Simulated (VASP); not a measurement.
Here is a VASP 6.6.1 calculation.

Contents of INCAR:

```
ALGO     = Fast           # electronic algorithm
EDIFF    = 1E-4           # SCF threshold, eV
EDIFFG   = -0.08          # ionic threshold
ENCUT    = 520            # plane-wave cutoff, eV
GGA      = PE             # functional
IBRION   = 2              # ionic algorithm
ISIF     = 3              # what is computed and relaxed
ISMEAR   = 0              # smearing method
LASPH    = T              # aspherical terms in the spheres
LCHARG   = F              # write CHGCAR
LREAL    = F              # projectors in reciprocal space
LWAVE    = F              # write WAVECAR
NELM     = 60             # most SCF steps
NSW      = 24             # ionic steps
PREC     = Normal         # precision mode
SIGMA    = 0.15           # smearing width, eV
```

KPOINTS

```
k-points
0
Gamma
  4 4 4
```

File POSCAR:

```
Si7B
1.0
    0.0000000000      3.7900000000      3.7900000000
    3.7900000000      0.0000000000      3.7900000000
    3.7900000000      3.7900000000      0.0000000000
Si B
7 1
Direct
    0.5000000000      0.0000000000      0.0000000000
    0.0000000000      0.5000000000      0.0000000000
    0.0000000000      0.0000000000      0.5000000000
    0.5000000000      0.0000000000      0.5000000000
    0.0000000000      0.5000000000      0.5000000000
    0.5000000000      0.5000000000      0.5000000000
    0.5000000000      0.5000000000      0.0000000000
    0.0000000000      0.0000000000      0.0000000000
```

Potentials or basis: VASP PAW PBE potentials, release 64 (Si, B).

The run is started by

```bash
$ cat potpaw_PBE.64/Si/POTCAR potpaw_PBE.64/B/POTCAR > POTCAR
$ mpirun -np 1 vasp_std > vasp.out
```

(1) What does it give for the relaxed cell?

(2) Predict the band gap on the k mesh.

Answers

(1) a = 5.314 Å, b = 5.314 Å, c = 5.314 Å, α = 60.00°, β = 60.00°, γ = 60.00°.

(2) none (metal or under the smearing width).
